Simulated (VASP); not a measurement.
A VASP calculation is set up with these files.

### INCAR
```
LWAVE = .FALSE.
PREC = Accurate
NELM = 100
LCHARG = .FALSE.
ALGO = Normal
ISMEAR = 1
EDIFF = 1E-7
LASPH = .TRUE.
SIGMA = 0.1   # width (eV)
ISIF = 2
METAGGA = R2SCAN
ENCUT = 520   # plane-wave cut-off (eV)
LMAXMIX = 6   # l cut-off of mixed one-centre charges
SYSTEM = W
LREAL = .FALSE.   # projection in real space or not
LMIXTAU = .TRUE.
```

**POSCAR**
```
W
1.5703270
 -0.9999997483   0.9999997483   0.9999997483
  0.9999997483  -0.9999997483   0.9999997483
  0.9999997483   0.9999997483  -0.9999997483
W
1
Cart
  0.0000000000   0.0000000000   0.0000000000
```

KPOINTS:
```
Regular mesh
0
Gamma
16 16 16
```

POTCAR, in this order: W_sv (PBE.64 set). Program: vasp_std.

**Question.** Translate this r2SCAN calculation to Ansatz.

**Answer.** One equivalent input (not run):
Ansatz 0.2 input:
```yaml
crystal:
  lattice:
    - [-1.5703266, 1.5703266, 1.5703266]
    - [1.5703266, -1.5703266, 1.5703266]
    - [1.5703266, 1.5703266, -1.5703266]
  atoms:
    - { symbol: W, position: [0.0000000, 0.0000000, 0.0000000] }
kpoints:
  mp_grid: { grid: [16, 16, 16] }
hamiltonian:
  xc: r2scan
  pseudopotentials: { kind: paw }
scf:
  occupations: { method: methfessel_paxton, width: 0.1 }
  max_iter: 100
output: { forces: true, stress: true, eigenvalues: true }
```
The two are equivalent in intent, not identical: each code has its own PAW files, so the cut-off isn't converted (ENCUT is set for VASP's; basis.ecutwfc is left out, and Ansatz then takes the one that its files recommend); Ansatz stops its SCF on the density residual and VASP on the energy change (EDIFF).

The compound is W in the bcc structure. This cell is one point of a volume scan, at 0.97 of the reference volume.
